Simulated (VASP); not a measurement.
AlGa3N2:

```
Al Ga N
1.0
     3.80066    0.00000    0.00000
     0.00000    3.80066    0.00000
     0.00000    0.00000    6.45356
Al Ga N
1 3 2
Cartesian
  0.0000 0.0000 3.2268
  1.9003 1.9003 0.0000
  0.0000 0.0000 1.5240
  0.0000 0.0000 4.9296
  0.0000 1.9003 0.0000
  1.9003 0.0000 0.0000
```

The cell was built by a generator and needn't be a form met in nature.

```yaml
Program: VASP 6.6.1
Task: relaxation of cell and atoms
Functional: PBE
Potentials_or_basis: VASP PAW PBE potentials, release 64 (Al, Ga_d, N)
Cutoff: 520 eV
k_mesh: 4 × 4 × 2
Occupations: gaussian, width 0.15 eV
Spin: no spin polarisation
```

At the start: pressure 41.6 GPa; volume 15.54 Å³/atom.

Q: How do energy, volume and symmetry change on relaxing?

A: Over 15 steps the energy falls by 1758.0 meV/atom and the volume is 19.49 Å³/atom (+25.5 %); space group P4/mmm (No. 123, to 0.05 Å).

The path:
```csv
step,energy change (eV),largest force (eV/Å),pressure (GPa),volume (Å³)
1,0.0000,22.1628,41.57,93.22
2,28.3136,71.3935,43.38,149.50
3,3.2619,6.6777,24.74,110.88
4,-7.9978,1.0628,-12.49,166.05
5,-8.5544,0.8197,-10.95,160.39
6,-9.7355,0.0086,-7.64,142.11
7,-10.1603,2.3477,0.76,122.59
8,-10.2210,1.5287,-1.55,126.61
9,-10.2227,1.7310,-0.88,125.74
10,-10.2224,1.5956,-1.52,126.05
11,-10.3951,0.8388,-0.98,122.55
12,-10.4890,0.1504,-0.06,117.93
13,-10.5435,0.2630,0.25,116.41
14,-10.5439,0.2740,0.33,116.26
15,-10.5481,0.0397,0.14,116.96
```

Final structure:
```yaml
crystal:
  lattice:
    - [3.92536, 0.00000, 0.00000]
    - [0.00000, 3.92536, 0.00000]
    - [0.00000, 0.00000, 7.59084]
  atoms:
    - { symbol: Al, position: [0.00000, 0.00000, 0.50000] }
    - { symbol: Ga, position: [0.50000, 0.50000, 0.00000] }
    - { symbol: Ga, position: [0.00000, 0.00000, 0.16691] }
    - { symbol: Ga, position: [0.00000, 0.00000, 0.83309] }
    - { symbol: N, position: [0.00000, 0.50000, 0.00000] }
    - { symbol: N, position: [0.50000, 0.00000, 0.00000] }
```

Caveat: the k mesh is coarse (spacing up to 0.49 Å⁻¹), so the values aren't converged; the volume moved by over 15 % at a fixed basis, so the end points are rough.
